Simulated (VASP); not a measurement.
A VASP calculation is set up with these files.

**KPOINTS**
```
Automatic mesh
0
Gamma
8 8 8
0 0 0
```

File POSCAR:
```
CuCl
1
    0.0000000000     2.6493221224     2.6493221224
    2.6493221224    -0.0000000000     2.6493221224
    2.6493221224     2.6493221224    -0.0000000000
Cu Cl
1 1
Direct
  0.0000000000   0.0000000000   0.0000000000
  0.2500000000   0.2500000000   0.2500000000
```

**INCAR**
```
! general
SYSTEM  = CuCl
PREC    = Accurate
ENCUT   = 520   ! plane-wave cut-off (eV)
LREAL   = .False.   ! projection in real space or not
LASPH   = .True.

! electronic loop
EDIFF   = 1E-6   ! SCF stop (eV)
NELM    = 100
ALGO    = Normal   ! blocked Davidson
LMAXMIX = 4

! smearing
ISMEAR  = 0   ! Gaussian
SIGMA   = 0.05   ! width (eV)

! functional
GGA     = PS   ! PBEsol

! ions
IBRION  = 2   ! conjugate gradients
NSW     = 60   ! most ionic steps
ISIF    = 3
EDIFFG  = -0.01   ! ionic stop

! output
LWAVE   = .False.
LCHARG  = .False.
```

POTCAR, in this order: Cu Cl (PBE.64 set). Program: vasp_std.

Task: Write an equivalent input for Quantum ESPRESSO's pw.x.

Result: One equivalent input (not run):
```
&CONTROL
  calculation = 'vc-relax'
  pseudo_dir = './pseudo'
  outdir = './out'
  tprnfor = .true.
  tstress = .true.
  nstep = 60
  forc_conv_thr = 0.00039
/
&SYSTEM
  ibrav = 0
  nat = 2
  ntyp = 2
  ecutwfc = 92
  occupations = 'smearing'
  smearing = 'gaussian'
  degauss = 0.003675
  input_dft = 'pbesol'
/
&ELECTRONS
  conv_thr = 7.3e-08
  electron_maxstep = 100
/
&IONS
/
&CELL
/
ATOMIC_SPECIES
  Cu 63.546 Cu.upf
  Cl 35.450 Cl.upf
CELL_PARAMETERS angstrom
     0.0000000    2.6493221    2.6493221
     2.6493221   -0.0000000    2.6493221
     2.6493221    2.6493221   -0.0000000
ATOMIC_POSITIONS crystal
  Cu   0.0000000  0.0000000  0.0000000
  Cl   0.2500000  0.2500000  0.2500000
K_POINTS automatic
  8 8 8 0 0 0
```
What does not carry over: the potentials are each code's own (VASP's PAW set, PseudoDojo norm-conserving files in pw.x), so ENCUT and ecutwfc are chosen apart and not converted; conv_thr bounds pw.x's estimated SCF error, while EDIFF bounds the energy change between steps; forc_conv_thr acts on force components and is met together with etot_conv_thr.

The compound is CuCl in the zinc blende structure. It was relaxed first, which changed the volume by -6 %. The start is the result of an earlier pass.
